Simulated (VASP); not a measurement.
Crystal: KF (Carobbiite).

```
CELL_PARAMETERS angstrom
0.00000 2.70937 2.70937
2.70937 0.00000 2.70937
2.70937 2.70937 0.00000
ATOMIC_POSITIONS crystal
K 0.00000 0.00000 0.00000
F 0.50000 0.50000 0.50000
```

| Item | Value |
| --- | --- |
| Program | VASP 6.6.1 |
| Task | relaxation of cell and atoms |
| Functional | LDA |
| Potentials or basis | VASP PAW LDA potentials, release 64 (K_sv, F) |
| Cutoff | 600 eV |
| k mesh | 8 × 8 × 8 |
| Occupations | gaussian, width 0.02 eV |
| Spin | no spin polarisation |

At the start: pressure -4.4 GPa; volume 19.89 Å³/atom.

Task: Where does the relaxation end?

Result: Over 4 steps the energy falls by 42.1 meV/atom and the volume is 17.23 Å³/atom (-13.4 %); space group Fm-3m (No. 225, to 0.05 Å).

The path:
| step | energy change (eV) | largest force (eV/Å) | pressure (GPa) | volume (Å³) |
| --- | --- | --- | --- | --- |
| 1 | 0.0000 | 0.0000 | -4.41 | 39.78 |
| 2 | -0.0667 | 0.0000 | -2.37 | 36.71 |
| 3 | -0.0841 | 0.0000 | -0.26 | 34.70 |
| 4 | -0.0842 | 0.0000 | 0.03 | 34.46 |

Final structure:
```cif
data_structure
_symmetry_space_group_name_H-M 'P 1'
_symmetry_Int_Tables_number 1
_cell_length_a 3.6528
_cell_length_b 3.6528
_cell_length_c 3.6528
_cell_angle_alpha 60.000
_cell_angle_beta 60.000
_cell_angle_gamma 60.000
_cell_volume 34.46
loop_
_atom_site_label
_atom_site_type_symbol
_atom_site_fract_x
_atom_site_fract_y
_atom_site_fract_z
_atom_site_occupancy
K1 K 0.00000 0.00000 0.00000 1
F1 F 0.50000 0.50000 0.50000 1
```
